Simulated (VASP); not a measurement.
Here is the system:

```yaml
crystal:
  lattice:
    - [1.87800, -3.25280, 0.00000]
    - [1.87800, 3.25280, 0.00000]
    - [0.00000, 0.00000, 4.89514]
  atoms:
    - { symbol: Pt, position: [0.00000, 0.00000, 0.00000] }
    - { symbol: Se, position: [0.33333, 0.66667, 0.26494] }
    - { symbol: Se, position: [0.66667, 0.33333, 0.74017] }
```

Method: PBEsol GGA, VASP's PBE PAW potentials (set 64) (plane waves; VASP 6.6.1). Run with 480 eV cut-off, 10×10×6 Γ-centred mesh, first-order Methfessel-Paxton smearing of 0.10 eV, potentials Pt Se.

Without a dispersion term in the relaxation, distances and binding between the weakly bound layers, chains or molecules are unreliable, and so is what depends on them. Unless said otherwise, spin-orbit coupling is left out, though it shifts the bands of the heavy elements here.

Problem. What does the run give for the energy per atom (σ→0), largest force, band gap (on the k-mesh) with the smallest direct gap where there is one?

Solution. 
The band gap (on the k-mesh) comes out as none (metal, semimetal or under 0.01 eV), the energy per atom (σ→0) comes out as -5.300 eV/atom and the largest force is 0.245 eV/Å.

The absolute energy has meaning only against runs of the same code, potentials and settings.

The compound is PtSe2 in the 1T layered structure. This cell was strained or had an atom moved on purpose.
